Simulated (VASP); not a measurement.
Mg$_{2}$Si (antifluorite), at 0.96 of the tabulated volume:

```yaml
crystal:
  lattice:
    - [0.00000, 3.13209, 3.13209]
    - [3.13209, 0.00000, 3.13209]
    - [3.13209, 3.13209, 0.00000]
  atoms:
    - { symbol: Mg, position: [0.25000, 0.25000, 0.25000] }
    - { symbol: Mg, position: [0.75000, 0.75000, 0.75000] }
    - { symbol: Si, position: [0.00000, 0.00000, 0.00000] }
```

The lowest empty band near X, direction along the valley's axis, from PBE with spin-orbit coupling in VASP (PAW); its two spin partners are averaged. The gap over the points computed is 0.14 eV, and the next band on that side lies 0.32 eV away at the edge.

Numerical set-up: 400 eV cut-off, 7×7×7 Γ-centred mesh, Gaussian smearing of 0.050 eV, potentials Mg Si.

| distance from the edge in k (1/Å) | distance in energy (meV) |
|---|---|
| 0.025 | 4.1 |
| 0.035 | 8.0 |
| 0.050 | 16.4 |
| 0.070 | 32.1 |

Problem. Fit E(1 + αE) = ħ²k²/2m* (ħ²/2m0 = 3.810 eV Å²) and predict the row at 0.095 1/Å.

Solution. The rows don't resolve α, so a parabola serves: the electron mass is m* = 0.582 m0, and so 59.1 meV. The run gave 59.1 meV, -0.0 meV from the fit.

Left out are points under 3 meV from the edge, since the levels carry 0.1 meV, and points farther than half the way to the next band.

The compound is Mg2Si in the antifluorite structure. The cell was not relaxed at this level.
